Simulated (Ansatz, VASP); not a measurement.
# H18C11O9 (amorphous polycarbonate of ethylene at 300 K) in two plane-wave programs

One calculation is typed for both programs; each brings its own data sets. How far apart do they land? Of the first pair: The structure shown is the start of the Ansatz relaxation below; VASP solves that cell, so the two are compared at the walk's first step.

Method: plane waves, with VASP 6.6.1 beside it; single point at LDA, in Ansatz 0.2.0.

### Step 1. The structure

The cell holds 152 atoms: 44 C, 36 O and 72 H. Cell: a = 11.172 Å, b = 10.964 Å, c = 11.505 Å, α = 88.8°, β = 91.8°, γ = 88.8°. As first built, before any earlier steps moved the atoms (in the runner's words): 4 polycarbonate of ethylene chains of 3 units placed at random, at 1.28 g/cm^3; overlaps pushed apart, then 20 ps at 800 K with MMFF94 bonds, angles, torsions, charges and radii (Halgren, J. Comput. Chem. 17, 490 (1996)) in harmonic and 12-6 forms; charges of ions scaled by 0.8. Snapshot after 30 ps at 300 K and fixed volume.

### Step 2. Ansatz: relaxation, LDA

Ansatz runs on its default PAW (the set named soft_2) files.

The two programs are compared at the cell with which this relaxation starts, whose forces are those of its first step.

The input, input.yaml:

```yaml
crystal:
  lattice:
    - [11.17036, 0.11231, -0.17947]
    - [0.11231, 10.96256, 0.12214]
    - [-0.17947, 0.12214, 11.50304]
  atoms:
    - { symbol: C, position: [0.08624, 0.53586, 0.86845] }
    - { symbol: O, position: [0.09077, 0.46303, 0.76487] }
    - { symbol: C, position: [0.01524, 0.36864, 0.76096] }
    - { symbol: O, position: [0.94679, 0.33693, 0.83762] }
    - { symbol: O, position: [0.02753, 0.31454, 0.65758] }
    - { symbol: C, position: [0.94003, 0.22327, 0.62848] }
    - { symbol: C, position: [0.96487, 0.18097, 0.50732] }
    - { symbol: O, position: [0.0791, 0.11473, 0.51098] }
    - { symbol: C, position: [0.09851, 0.04646, 0.4169] }
    - { symbol: O, position: [0.02889, 0.03471, 0.33312] }
    - { symbol: O, position: [0.20782, 0.9907, 0.4316] }
    - { symbol: C, position: [0.2468, 0.92378, 0.33144] }
    - { symbol: C, position: [0.27929, 0.00842, 0.23129] }
    - { symbol: O, position: [0.38758, 0.07381, 0.25789] }
    - { symbol: C, position: [0.37342, 0.18902, 0.29595] }
    - { symbol: O, position: [0.27735, 0.24187, 0.31374] }
    - { symbol: O, position: [0.48382, 0.23512, 0.30998] }
    - { symbol: C, position: [0.49272, 0.35881, 0.35384] }
    - { symbol: C, position: [0.61005, 0.36683, 0.42514] }
    - { symbol: C, position: [0.72203, 0.37463, 0.35109] }
    - { symbol: H, position: [0.00419, 0.59725, 0.86219] }
    - { symbol: H, position: [0.0842, 0.47665, 0.94931] }
    - { symbol: H, position: [0.16854, 0.59233, 0.86888] }
    - { symbol: H, position: [0.94623, 0.14569, 0.6945] }
    - { symbol: H, position: [0.84736, 0.26556, 0.63029] }
    - { symbol: H, position: [0.97075, 0.26144, 0.44519] }
    - { symbol: H, position: [0.89034, 0.12211, 0.47378] }
    - { symbol: H, position: [0.17351, 0.8624, 0.29967] }
    - { symbol: H, position: [0.32733, 0.86852, 0.36343] }
    - { symbol: H, position: [0.20374, 0.07394, 0.20727] }
[... 116 atom lines left out ...]
    - { symbol: H, position: [0.97618, 0.02992, 0.891] }
    - { symbol: H, position: [0.11375, 0.801, 0.80228] }
    - { symbol: H, position: [0.00494, 0.89272, 0.71978] }
    - { symbol: H, position: [0.25368, 0.98379, 0.81952] }
    - { symbol: H, position: [0.21636, 0.95422, 0.66767] }
    - { symbol: H, position: [0.14438, 0.07937, 0.7389] }
kpoints:
  mp_grid: { grid: [1, 1, 1] }
hamiltonian:
  xc: lda
scf:
  occupations: { method: fixed }
output:
  forces: true
  eigenvalues: true
  stress: true
relax:
  f_tol: 0.05
  max_steps: 70
```

Started as:

```console
$ ansatz run input.yaml --threads 4 --pin off --max-ram 8192MiB --backend cpu --events-out ev --progress --plain --runs-dir out
```

Numbers of over 12 decimals in the logs are rounded to 6 here.

The program printed:

```text
Warning: output.stress: scf.convergence.dr2_threshold = 1e-7 eV (the SCF's general default) is looser than the 1.08e-8 eV advised for a printed stress (1e-10 eV for each atom of the cell: 152, of which 108 are counted). What an SCF threshold leaves in a stress goes as its square root, and in the free energy as the threshold itself, and one threshold admits the most on a small cell: [figures from the program's tests c [...]
Engine: ansatz 0.2.0, x86_64-unknown-linux-gnu
Pseudopotentials: kind: paw
Pseudopotential: C, paw, valence charge 4, recommended cutoff 420 eV (normal), C.paw.azcp
Pseudopotential: O, paw, valence charge 6, recommended cutoff 420 eV (normal), O.paw.azcp
Pseudopotential: H, paw, valence charge 1, recommended cutoff 420 eV (normal), H.paw.azcp
Functional definition: SPW92
  exchange = slater_x
  correlation = pw_c
Crystal: 152 atoms, lattice volume = 1407.944 Å³
Basis set: ecut = 420 eV, 27547 PW (Γ)
Bands: 384, of which v1, the nominal top of the filled ones, is band 232 counted from 1 (231 counted from 0)
Symmetry: 1 space group operations
Space group: P1 (ITA 1), of the structure as read, at distance tolerance 1.1e-4 Å
k-points: 1
Non-local potential: C, projectors of the file, l = 0: 2, l = 1: 2, l = 2: 1
Non-local potential: O, projectors of the file, l = 0: 2, l = 1: 2, l = 2: 1
Non-local potential: H, projectors of the file, l = 0: 2, l = 1: 1
PAW form: soft (Blöchl's): semilocal exchange-correlation on the pseudo side does not see the compensation charge
PAW frozen core: C, regenerated for the run's functional, and the local potential with it (the file was generated under x = pbe(κ = 0.804, μ = 0.219515), c = pbe(β = 0.066725))
PAW frozen core: O, regenerated for the run's functional, and the local potential with it (the file was generated under x = pbe(κ = 0.804, μ = 0.219515), c = pbe(β = 0.066725))
PAW one-centre angular grid: C, 110 points (default); XC on 64 Gauss nodes
PAW one-centre angular grid: O, 110 points (default); XC on 64 Gauss nodes
PAW one-centre angular grid: H, 110 points (default); XC on 64 Gauss nodes
Initial density: superposition of atomic densities (neutral atoms: chi_scale 0, normalization atom), corrected by the library's trained network
Initial wavefunctions: pseudopotential atomic-orbital guess
Functional: x = slater, c = lda
SCF iter   1: F=—  HF=-31788.514899 eV  |F-HF|=—  |Δ(HF+E_count)|=         —  Δρ=1.13e-2  dr2=1.42e0  ethr=1.77e-3  ⟨swp⟩=5.0  Hψ=1322  notcnv=0  defer=148
preconditioner: auto → Resta (q_TF=auto, 2.267 Å⁻¹)  ε∞=2.6  [insulator: Δε(μ)=5.534 eV  Ē_g=16.709 eV  n_scr=260 (ndim 8)  ℏωp=21.3 eV  f_vac=0.178  ε∞_Penn≈2.6]
SCF iter   2: F=—  HF=-31788.117741 eV  |F-HF|=—  |Δ(HF+E_count)|=   3.97e-1  Δρ=4.99e-3  dr2=2.89e-1  ethr=3.07e-4  ⟨swp⟩=2.0  Hψ=574  notcnv=0  defer=143
SCF iter   3: F=—  HF=-31788.037595 eV  |F-HF|=—  |Δ(HF+E_count)|=   8.01e-2  Δρ=2.53e-3  dr2=8.24e-2  ethr=6.22e-5  ⟨swp⟩=2.0  Hψ=451  notcnv=0  defer=150
SCF iter   4: F=—  HF=-31788.017462 eV  |F-HF|=—  |Δ(HF+E_count)|=   2.01e-2  Δρ=6.96e-4  dr2=6.78e-3  ethr=1.77e-5  ⟨swp⟩=2.0  Hψ=453  notcnv=0  defer=150
SCF iter   5: F=—  HF=-31788.015613 eV  |F-HF|=—  |Δ(HF+E_count)|=   1.85e-3  Δρ=3.51e-4  dr2=1.53e-3  ethr=1.46e-6  ⟨swp⟩=2.0  Hψ=588  notcnv=0  defer=150
SCF iter   6: F=—  HF=-31788.015598 eV  |F-HF|=—  |Δ(HF+E_count)|=   1.58e-5  Δρ=9.87e-5  dr2=1.79e-4  ethr=3.29e-7  ⟨swp⟩=2.0  Hψ=444  notcnv=0  defer=150
SCF iter   7: F=-31788.015623 eV  HF=-31788.015621 eV  |F-HF|=2.79e-6  |Δ(HF+E_count)|=   2.30e-5  Δρ=3.06e-5  dr2=1.51e-5  ethr=1.35e-8  ⟨swp⟩=15.0  Hψ=2596  notcnv=0
SCF 1 converged in 7 iterations: F = -31788.015623 eV  dr2 = 1.51e-5
  greatest PAW one-centre occupation: 0.871 electrons in one spin orbital (limit 2), on the O atom at site 47 (counted from 0), in its partial waves of l = 0
[...]
- { symbol: O, position: [0.422170, 0.755256, 0.185951] }
    - { symbol: C, position: [0.505671, 0.708636, 0.259695] }
    - { symbol: O, position: [0.567010, 0.619101, 0.243720] }
    - { symbol: O, position: [0.509434, 0.776177, 0.354071] }
    - { symbol: C, position: [0.599248, 0.737446, 0.438642] }
    - { symbol: C, position: [0.723936, 0.765103, 0.403142] }
    - { symbol: O, position: [0.756694, 0.885425, 0.432445] }
    - { symbol: C, position: [0.729638, 0.979377, 0.360046] }
    - { symbol: O, position: [0.745425, 0.082818, 0.389575] }
    - { symbol: O, position: [0.688026, 0.945191, 0.257521] }
    - { symbol: C, position: [0.665577, 0.042090, 0.173047] }
    - { symbol: C, position: [0.590296, 0.993906, 0.075315] }
    - { symbol: C, position: [0.644278, 0.883586, 0.019201] }
    - { symbol: H, position: [0.393892, 0.823256, 0.597762] }
    - { symbol: H, position: [0.406029, 0.662717, 0.565308] }
    - { symbol: H, position: [0.265371, 0.743361, 0.539763] }
    - { symbol: H, position: [0.392785, 0.860280, 0.978891] }
    - { symbol: H, position: [0.252865, 0.805033, 0.036207] }
    - { symbol: H, position: [0.496940, 0.666114, 0.047296] }
    - { symbol: H, position: [0.357822, 0.608018, 0.094497] }
    - { symbol: H, position: [0.578192, 0.789336, 0.516826] }
    - { symbol: H, position: [0.591616, 0.638360, 0.455380] }
    - { symbol: H, position: [0.787314, 0.704170, 0.452985] }
    - { symbol: H, position: [0.735358, 0.749245, 0.309822] }
    - { symbol: H, position: [0.752924, 0.073282, 0.142754] }
    - { symbol: H, position: [0.621775, 0.118805, 0.216482] }
    - { symbol: H, position: [0.577940, 0.069701, 0.010920] }
    - { symbol: H, position: [0.500742, 0.973999, 0.108418] }
    - { symbol: H, position: [0.654069, 0.804955, 0.080577] }
    - { symbol: H, position: [0.734637, 0.901861, 0.987932] }
    - { symbol: H, position: [0.589170, 0.855502, 0.943559] }
    - { symbol: C, position: [0.700909, 0.921635, 0.717198] }
    - { symbol: O, position: [0.629366, 0.028662, 0.730197] }
    - { symbol: C, position: [0.538411, 0.041264, 0.654737] }
    - { symbol: O, position: [0.513910, 0.973096, 0.576407] }
    - { symbol: O, position: [0.477318, 0.142720, 0.678033] }
    - { symbol: C, position: [0.379062, 0.170372, 0.599761] }
    - { symbol: C, position: [0.321826, 0.287077, 0.634941] }
    - { symbol: O, position: [0.399531, 0.386131, 0.612709] }
    - { symbol: C, position: [0.453425, 0.435171, 0.703861] }
    - { symbol: O, position: [0.435311, 0.413955, 0.804973] }
    - { symbol: O, position: [0.531635, 0.515179, 0.663956] }
    - { symbol: C, position: [0.603150, 0.573735, 0.749680] }
    - { symbol: C, position: [0.721837, 0.510304, 0.769695] }
    - { symbol: O, position: [0.788363, 0.504601, 0.666192] }
    - { symbol: C, position: [0.861561, 0.596941, 0.647900] }
    - { symbol: O, position: [0.871505, 0.685694, 0.707690] }
    - { symbol: O, position: [0.922154, 0.574381, 0.553358] }
    - { symbol: C, position: [0.012834, 0.660476, 0.527416] }
    - { symbol: C, position: [0.072422, 0.619139, 0.419787] }
    - { symbol: C, position: [0.142928, 0.500993, 0.437623] }
    - { symbol: H, position: [0.646044, 0.840761, 0.732443] }
    - { symbol: H, position: [0.737615, 0.919155, 0.629413] }
    - { symbol: H, position: [0.772802, 0.923255, 0.784432] }
    - { symbol: H, position: [0.411983, 0.177208, 0.510395] }
    - { symbol: H, position: [0.313049, 0.096821, 0.601116] }
    - { symbol: H, position: [0.300887, 0.285585, 0.728003] }
[...]
- { symbol: C, position: [0.970813, 0.171783, 0.090688] }
    - { symbol: O, position: [0.094601, 0.167938, 0.065500] }
    - { symbol: C, position: [0.149652, 0.273228, 0.072779] }
    - { symbol: O, position: [0.104766, 0.369849, 0.098371] }
    - { symbol: O, position: [0.263261, 0.254715, 0.045366] }
    - { symbol: C, position: [0.336721, 0.358432, 0.051870] }
    - { symbol: C, position: [0.462291, 0.311884, 0.036784] }
    - { symbol: O, position: [0.536908, 0.414726, 0.046396] }
    - { symbol: C, position: [0.653278, 0.387693, 0.049069] }
    - { symbol: O, position: [0.696940, 0.286116, 0.046927] }
    - { symbol: O, position: [0.713515, 0.490665, 0.054498] }
    - { symbol: C, position: [0.840341, 0.473387, 0.064295] }
    - { symbol: C, position: [0.895557, 0.587474, 0.105234] }
    - { symbol: O, position: [0.876361, 0.683862, 0.021225] }
    - { symbol: C, position: [0.966969, 0.758766, 0.00684732] }
    - { symbol: O, position: [0.066262, 0.746515, 0.051307] }
    - { symbol: O, position: [0.929724, 0.849063, 0.935556] }
    - { symbol: C, position: [0.019008, 0.931566, 0.899024] }
    - { symbol: C, position: [0.074669, 0.889473, 0.789384] }
    - { symbol: C, position: [0.171226, 0.974517, 0.751713] }
[...]
- { symbol: H, position: [0.855078, 0.616579, 0.187001] }
    - { symbol: H, position: [0.086809, 0.940993, 0.970097] }
    - { symbol: H, position: [0.971857, 0.020459, 0.885479] }
    - { symbol: H, position: [0.112201, 0.796306, 0.805002] }
    - { symbol: H, position: [0.00368617, 0.881279, 0.721081] }
    - { symbol: H, position: [0.245045, 0.978401, 0.817533] }
    - { symbol: H, position: [0.209672, 0.946189, 0.669171] }
    - { symbol: H, position: [0.136263, 0.068656, 0.736838] }
```

Reading the cycles: dr2 is the Hartree energy of the density residual (eV), the measure of convergence; HF is the Harris–Foulkes estimate of the energy, which meets the free energy F at convergence.

### Step 3. VASP: single point, LDA, start cell, pair 1

The same cell, functional (in two slightly different forms) and mesh now go to VASP, with its own data sets.

Lines of VASP's logs that name or quote its potential files are left out, and so is its time.

The input, INCAR:

```
SYSTEM = H18C11O9
PREC = Accurate
ENCUT = 520
EDIFF = 1E-06
NELM = 120
ISMEAR = 0
SIGMA = 0.01
LREAL = Auto
ALGO = Normal
GGA = PW92
NBANDS = 338
LORBIT = 11
LWAVE = .FALSE.
LCHARG = .FALSE.
ISIF = 2
LASPH = .TRUE.
GGA_COMPAT = .FALSE.
EFERMI = MIDGAP
```

The input, POSCAR:

```
H18C11O9
1.0
   11.1703600000      0.1123100000     -0.1794700000
    0.1123100000     10.9625600000      0.1221400000
   -0.1794700000      0.1221400000     11.5030400000
C O H
44 36 72
Direct
    0.0862441348      0.5358640047      0.8684511056
    0.0152427303      0.3686406183      0.7609562209
    0.9400340248      0.2232655648      0.6284806669
    0.9648681717      0.1809678738      0.5073234097
    0.0985109678      0.0464596040      0.4168989404
    0.2467989985      0.9237805747      0.3314395548
    0.2792894341      0.0084180786      0.2312863287
    0.3734244669      0.1890172814      0.2959506286
    0.4927240977      0.3588071098      0.3538372894
    0.6100520716      0.3668266054      0.4251382107
    0.7220300467      0.3746320595      0.3510919872
    0.3441028369      0.7392509031      0.5827037054
    0.3634719439      0.7587940374      0.7880571750
    0.3417194955      0.7816001106      0.9929865288
    0.4067339168      0.6907781559      0.0771469883
    0.5074512557      0.7061471104      0.2597681542
    0.6051375640      0.7327428555      0.4412926345
    0.7308876489      0.7622658960      0.4022301278
    0.7288631024      0.9801531227      0.3574092726
    0.6624878694      0.0420896009      0.1669085628
    0.5872304569      0.9910573926      0.0673163355
    0.6448672640      0.8790128585      0.0118205011
    0.7149672849      0.9321480290      0.7161726481
    0.5446637014      0.0475961164      0.6537869472
    0.3789919217      0.1744059845      0.5976694624
    0.3176791663      0.2921739769      0.6324439236
    0.4480396756      0.4447903537      0.7060727414
    0.6049982879      0.5797724122      0.7570229818
    0.7243828132      0.5120991453      0.7780166977
    0.8661872667      0.5973199017      0.6514102338
[... 116 atom lines left out ...]
    0.9761769130      0.0299235308      0.8910026924
    0.1137496888      0.8010021443      0.8022818537
    0.0049431758      0.8927231404      0.7197792886
    0.2536793979      0.9837860068      0.8195197286
    0.2163636162      0.9542160296      0.6676741829
    0.1443817652      0.0793733409      0.7389018499
```

The input, KPOINTS:

```
Automatic mesh
0
Gamma
1 1 1
0 0 0
```

The projector-augmented-wave data sets are C, O and H (LDA family, release 64).

Started as:

```console
$ export OMP_NUM_THREADS=3
$ mpirun -np 1 vasp_gam
```

The program printed:

```text
[banner, memory and clock lines left out]
running    1 mpi-ranks, on    1 nodes
[...]
Offloading initialized ...    1 GPUs detected
[...]
|                                                                             |
|               ----> ADVICE to this user running VASP <----                  |
|                                                                             |
|     You enforced a specific xc type in the INCAR file but a different       |
|     [... a line on the potential file left out ...]
|     I HOPE YOU KNOW WHAT YOU ARE DOING!                                     |
|                                                                             |

 LDA part: xc-table for (Slater(with rela. corr.)+PW92), standard interpolation
 POSCAR, INCAR and KPOINTS ok, starting setup
[...]
entering main loop
       N       E                     dE             d eps       ncg     rms          rms(c)
DAV:   1     0.344737813760E+04    0.34474E+04   -0.26030E+05   692   0.132E+03
DAV:   2    -0.680215973557E+03   -0.41276E+04   -0.39102E+04   838   0.318E+02
DAV:   3    -0.103932784961E+04   -0.35911E+03   -0.35552E+03   840   0.960E+01
DAV:   4    -0.104727451509E+04   -0.79467E+01   -0.79069E+01   840   0.155E+01
[...]
DAV:  16    -0.975007171573E+03    0.21213E-04   -0.26545E-05   856   0.252E-02    0.739E-03
DAV:  17    -0.975007167152E+03    0.44213E-05   -0.24916E-05   856   0.165E-02    0.462E-03
DAV:  18    -0.975007166860E+03    0.29135E-06   -0.73604E-06   832   0.732E-03
   1 F= -.97500717E+03 E0= -.97500717E+03  d E =0.000000E+00
```

Parts of OUTCAR (step 3):

```text
  FREE ENERGIE OF THE ION-ELECTRON SYSTEM (eV)
  ---------------------------------------------------
  free  energy   TOTEN  =      -975.0071668604 eV

  energy  without entropy=     -975.0071668604  energy(sigma->0) =     -975.00716686
```

The run ends at a pressure of -6.54 GPa, with forces up to 1.5 eV/Å.

### Step 4. Comparison

Known differences besides the potentials themselves: the two LDA forms differ slightly; fixed occupations in Ansatz, narrow Gaussian smearing in VASP; the cutoff is 420 eV in Ansatz and 520 eV in VASP (PREC = Accurate, projectors in real space); VASP's log shows a relativistic correction to its local exchange, Ansatz's none. Total energies have different zeros and are not compared.

Forces on 8 of the 152 atoms, those with the largest forces and the largest differences (eV/Å; atoms numbered as in POSCAR):

```csv
atom,"Ansatz x, y, z","VASP x, y, z"
O49,"1.252, 0.261, 1.552","0.957, 0.201, 1.186"
O52,"1.731, -0.912, -0.376","1.328, -0.692, -0.292"
O55,"-1.495, -1.295, 0.136","-1.134, -0.990, 0.106"
O58,"-1.126, 1.580, 0.372","-0.855, 1.191, 0.285"
O61,"-0.119, -1.922, -0.562","-0.071, -1.466, -0.423"
O67,"0.482, 0.312, -1.906","0.370, 0.233, -1.445"
O70,"-0.183, -1.645, -1.100","-0.140, -1.252, -0.833"
O73,"0.776, -1.683, -0.708","0.593, -1.283, -0.553"
```

The forces differ by 100 meV/Å r.m.s., which is 24.8 % of the r.m.s. force of 0.404 eV/Å (both taken over all components).

(Continued in part 2 of 2.)

[Lines on the potential files, build, host, timing and source positions are cut from VASP's logs without a mark.]

[Logs are printed without paths, hosts, clocks, repeated set-up lines and the standing remarks that a program may print on its own settings, such as how far it seeks lower states.]

[Hosts, paths, dates, database ids (printed as entryN), source tags and the programs' standing remarks are cut or masked in the printed files.]

[The MMFF94 radii named for the starting cell were scaled by 0.96; in molecules described by MMFF94, hydrogen bound to N, O or S took a small fixed 12-6 site in their place.]
